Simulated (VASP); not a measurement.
Wanted: the native input for a VASP 6.6.1 run.

```
Task                   : relaxation of cell and atoms
Functional             : PBE
Dispersion             : D2
Potentials or basis    : VASP PAW PBE potentials, release 64 (Ni, Mo_sv, Pd, Ir, W_sv)
Cutoff                 : 600 eV
k mesh                 : 8 × 8 × 5
Occupations            : fermi-dirac, width 0.05 eV
Spin                   : collinear spin, ferromagnetic start
Starting moments       : [1.0, 1.0, 0.0, 0.6, 0.0] μB
Further INCAR settings : ALGO = Normal; EDIFF = 1e-06; IBRION = 2; EDIFFG = -0.02; NSW = 40; ISIF = 3
```

The structure of NiMoIrPdW lies in POSCAR:

```
NiMoIrPdW
1.0
    4.1170500000      0.0000000000      0.0000000000
   -2.0585300000      3.5654700000      0.0000000000
    0.0000000000      0.0000000000      5.4458000000
Ni Mo Pd Ir W
1 1 1 1 1
Direct
    0.0000000000      0.0000000000      0.9577500000
    0.6666700000      0.3333300000      0.9616100000
    0.6666700000      0.3333300000      0.4629500000
    0.3333300000      0.6666700000      0.7257200000
    0.3333300000      0.6666700000      0.2364200000
```

The cell was built by a generator and needn't be a form met in nature.

The input as run:

INCAR

```
SYSTEM = NiMoIrPdW
PREC = Accurate
ENCUT = 600
EDIFF = 1E-6
ISMEAR = -1
SIGMA = 0.05
LREAL = .False.
LASPH = .True.
NELM = 120
ALGO = Normal
ISIF = 3
LWAVE = .False.
LCHARG = .False.
ISPIN = 2
MAGMOM = 1 1 0 0.6 0
LORBIT = 11
LMAXMIX = 4
GGA = PE
IVDW = 1
IBRION = 2
NSW = 40
EDIFFG = -0.02
KPAR = 4
```

KPOINTS

```
regular mesh
0
Gamma
  8 8 5
  0 0 0
```

Potentials or basis: VASP PAW PBE potentials, release 64 (Ni, Mo_sv, Pd, Ir, W_sv).

The run is started by

```sh
$ cat potpaw_PBE.64/Ni/POTCAR potpaw_PBE.64/Mo_sv/POTCAR potpaw_PBE.64/Pd/POTCAR potpaw_PBE.64/Ir/POTCAR potpaw_PBE.64/W_sv/POTCAR > POTCAR
$ mpirun -np 4 vasp_std > vasp.out
```

It gave:

```
Relaxed volume                                        : 15.04 Å³/atom
Relaxed cell                                          : a = 4.013 Å, b = 4.013 Å, c = 5.392 Å, α = 90.00°, β = 90.00°, γ = 120.00°
Space group after relaxing (to 0.05 Å)                : P3m1 (No. 156)
Energy gained by relaxing                             : 42.7 meV/atom
Ionic steps                                           : 14
Pressure after relaxing                               : 0.0 GPa
Largest force after relaxing                          : 0.011 eV/Å
Band gap on the k mesh                                : none (metal or under the smearing width)
Net moment                                            : 0.00 μB per cell
Valence electrons inside the program's atomic spheres : Ni 9.59; Mo 12.72; Pd 9.74; Ir 8.47; W 11.98
Dispersion energy per atom                            : -0.968 eV
```

Caveat: atom-pairwise D2, TS and ULG terms overbind metals; pairwise dispersion overbinds metals, which lowers pressure and volume.

Run time: 15 min on 4 MPI ranks on Intel(R) Xeon(R) 6975P-C (Granite Rapids) (shared host), peak memory 0.75 GiB a rank.
